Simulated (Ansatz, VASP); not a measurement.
## BaCd3Se4 in VASP and in Ansatz

```
Ba Cd Se
1.0
    -3.82737    3.82737    3.60506
     3.82737   -3.82737    3.60506
     3.82737    3.82737   -3.60506
Ba Cd Se
1 3 4
Direct
  0.00000 0.00000 0.00000
  0.50000 0.00000 0.50000
  0.00000 0.50000 0.50000
  0.50000 0.50000 0.00000
  0.93711 0.43711 0.87422
  0.56289 0.06289 0.12578
  0.06289 0.93711 0.50000
  0.43711 0.56289 0.50000
```

Change from the starting cell: species swapped into the TlIn3Se4 type (I422, No. 97).

Alike in both runs: functional PBE; k mesh 2 × 2 × 2; occupations gaussian, width 0.15 eV; no spin polarisation.

Ansatz relaxed the structure, and its values are those at the end. VASP's run is a single point on that final structure, the one shown.

```csv
,VASP,Ansatz
version,VASP 6.6.1,Ansatz 0.2.0
potentials or method,"VASP PAW PBE potentials, release 64 (Ba_sv, Cd, Se)","scalar-relativistic, plane waves, PAW"
plane-wave cutoff (eV),520,420
valence electrons in the cell,70,134
```

VASP gave:

| Property | Result |
| --- | --- |
| gap on the k mesh at the Fermi level (eV) | none |
| pressure (GPa) | 0.6 |
| rms of the force components (eV/Å) | 0.017 |

Task: Which values does Ansatz return?

Result: gap on the k mesh at the Fermi level (eV): none; pressure (GPa): 0.2; rms of the force components (eV/Å): 0.023.

A gap of «none» marks a metal or a gap that the smearing closes. With one functional, cell and mesh, what is left measures potentials, basis and numerics. The two sets of potentials don't hold the same shells in valence.

Caveats: the k mesh is coarse (spacing up to 0.60 Å⁻¹), so the values aren't converged. Spin-orbit coupling is left out, which matters for the levels of Ba.
